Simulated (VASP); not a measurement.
CaZr2N2:

```xyz
5
Lattice="-1.8031 1.8031 5.9936 1.8031 -1.8031 5.9936 1.8031 1.8031 -5.9936" Properties=species:S:1:pos:R:3 pbc="T T T"
Ca    0.0000    0.0000    0.0000
Zr    0.0000    0.0000    7.8204
Zr    0.0000    0.0000    4.1668
N     0.0000    0.0000    1.7079
N     0.0000    0.0000   10.2792
```

The cell was built by a generator and needn't be a form met in nature.

| Quantity | Value |
| --- | --- |
| Program | VASP 6.6.1 |
| Task | relaxation of cell and atoms |
| Functional | PBE |
| Potentials or basis | VASP PAW PBE potentials, release 64 (Ca_sv, Zr_sv, N) |
| Cutoff | 520 eV |
| k mesh | 5 × 5 × 5 |
| Occupations | gaussian, width 0.15 eV |
| Spin | no spin polarisation |

At the start: pressure 14.8 GPa; volume 15.59 Å³/atom.

**Question.** Where does the relaxation end?

**Answer.** Over 15 steps the energy falls by 1730.7 meV/atom and the volume is 15.62 Å³/atom (+0.2 %); space group I4/mmm (No. 139, to 0.05 Å).

The path:
```tsv
step	energy change (eV)	largest force (eV/Å)	pressure (GPa)	volume (Å³)
1	0.0000	11.8575	14.79	77.95
2	-6.0953	3.7460	-14.29	89.23
3	-7.0983	3.7105	-15.28	85.52
4	-7.1131	3.6770	-15.17	85.27
5	-7.1065	3.5778	-14.46	84.45
6	-8.0686	1.0362	18.76	69.89
7	-8.2423	2.0190	6.80	73.40
8	-8.5922	0.3876	4.01	76.15
9	-8.5996	0.4573	3.72	76.75
10	-8.6103	0.3616	-4.71	80.71
11	-8.6392	0.1988	-1.05	78.82
12	-8.6479	0.1714	-0.04	78.25
13	-8.6481	0.1654	0.11	78.16
14	-8.6511	0.1143	0.20	78.13
15	-8.6535	0.0513	0.26	78.08
```

Final structure:
```
Ca Zr N
1.0
    -1.62809    1.62809    7.36447
     1.62809   -1.62809    7.36447
     1.62809    1.62809   -7.36447
Ca Zr N
1 2 2
Direct
  0.00000 0.00000 0.00000
  0.67732 0.67732 0.00000
  0.32268 0.32268 0.00000
  0.16999 0.16999 0.00000
  0.83001 0.83001 0.00000
```

Caveat: the k mesh is coarse (spacing up to 0.49 Å⁻¹), so the values aren't converged; the relaxation stopped at a loose force limit of 0.08 eV/Å, so its end isn't a converged minimum.
